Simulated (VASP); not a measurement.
The system is TiH.

```
Ti H
1.0
     0.00000    2.08970    2.08970
     2.08970    0.00000    2.08970
     2.08970    2.08970    0.00000
Ti H
1 1
Direct
  0.00000 0.00000 0.00000
  0.50000 0.50000 0.50000
```

The cell comes from a database or a generator and needn't be the stable form of this composition.

```yaml
Program: VASP 6.6.1
Task: relaxation of cell and atoms
Functional: LDA
Potentials_or_basis: VASP PAW LDA potentials, release 64 (Ti_sv, H)
Cutoff: 600 eV
k_mesh: 18 × 18 × 18
Occupations: gaussian, width 0.1 eV
Spin: no spin polarisation
```

At the start: pressure -7.7 GPa; volume 9.13 Å³/atom.

Problem. How do energy, volume and symmetry change on relaxing?

Solution. Over 3 steps the energy falls by 12.1 meV/atom and the volume is 8.64 Å³/atom (-5.3 %); space group Fm-3m (No. 225, to 0.05 Å).

Step by step:
| step | energy change (eV) | largest force (eV/Å) | pressure (GPa) | volume (Å³) |
| --- | --- | --- | --- | --- |
| 1 | 0.0000 | 0.0000 | -7.69 | 18.25 |
| 2 | -0.0234 | 0.0000 | 1.62 | 17.12 |
| 3 | -0.0243 | 0.0000 | 0.02 | 17.29 |

Final structure:
```
Ti H
1.0
     0.00000    2.05223    2.05223
     2.05223    0.00000    2.05223
     2.05223    2.05223    0.00000
Ti H
1 1
Cartesian
  0.0000 0.0000 0.0000
  2.0522 2.0522 2.0522
```
